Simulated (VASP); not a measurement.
Given:

```
HfO2
1.0
    4.81695     0.00000     0.00000
    0.00000     4.81695     0.00000
    0.00000     0.00000     3.20514
Hf O
2 4
Direct
  0.00000   0.00000   0.00000
  0.50000   0.50000   0.50000
  0.30505   0.30505   0.00000
  0.80505   0.19495   0.50000
  0.19495   0.80505   0.50000
  0.69495   0.69495   0.00000
```

These are r2SCAN meta-GGA, VASP's PBE PAW potentials (set 64) (plane waves; VASP) values and carry that method's errors. Run with 520 eV cut-off, 5×5×8 Γ-centred mesh, tetrahedra with Blöchl corrections, potentials Hf_pv O.

Unless said otherwise, spin-orbit coupling is left out, though it shifts the bands of the heavy elements here.

### Question
Give the energies of bands 12 to 25 at the high-symmetry points, in eV from the valence-band maximum.

### Answer

```csv
band,Γ,X,M,Z,R,A
12,-5.15,-4.30,-5.36,-4.08,-4.75,-4.14
13,-4.40,-3.56,-3.73,-3.38,-3.69,-4.07
14,-3.65,-3.56,-3.73,-3.38,-3.69,-4.07
15,-3.65,-2.93,-2.41,-3.20,-2.47,-3.21
16,-1.91,-2.93,-2.41,-3.20,-2.47,-3.21
17,-1.91,-2.83,-1.79,-2.13,-1.83,-2.11
18,-1.70,-2.83,-1.79,-2.13,-1.83,-2.11
19,-0.78,-1.50,-1.19,-2.13,-1.80,-1.12
20,-0.52,-1.50,-1.19,-2.13,-1.80,-1.12
21,-0.52,-0.68,-0.88,-1.01,-0.96,-0.54
22,0.00,-0.68,-0.88,-1.01,-0.96,-0.54
23,4.52,5.18,4.74,6.15,4.73,5.67
24,4.67,5.18,4.74,6.15,4.73,5.67
25,5.78,6.79,6.22,6.66,6.90,6.43
```

The gap is direct, 4.52 eV, from the valence maximum at Γ to the conduction minimum at Γ.

The structure was generated: HfO2 was put into the rutile type (P4_2/mnm), which need not be its known phase. It was relaxed first.
